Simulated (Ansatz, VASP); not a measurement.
# CsRu in VASP and in Ansatz

```
Cs Ru
1.0
     0.00000    4.02830    4.02830
     4.02830    0.00000    4.02830
     4.02830    4.02830    0.00000
Cs Ru
2 2
Direct
  0.00000 0.00000 0.00000
  0.25000 0.25000 0.25000
  0.75000 0.75000 0.75000
  0.50000 0.50000 0.50000
```

Alike in both runs: task single point; functional PBE; k mesh 4 × 4 × 4; occupations gaussian, width 0.1 eV; no spin polarisation.

```csv
,VASP,Ansatz
version,VASP 6.6.1,Ansatz 0.2.0
potentials or method,"VASP PAW PBE potentials, release 64 (Cs_sv, Ru_pv)","scalar-relativistic, plane waves, PAW"
plane-wave cutoff (eV),520,420
valence electrons in the cell,46,50
```

```csv
,VASP,Ansatz,Ansatz less VASP
gap on the k mesh at the Fermi level (eV),none,none,-
pressure (GPa),-4.0,-4.2,-0.20
```

A gap of «none» marks a metal or a gap that the smearing closes. The two sets of potentials don't hold the same shells in valence.

The runs have no spin-orbit coupling, so splittings on Cs are missing.
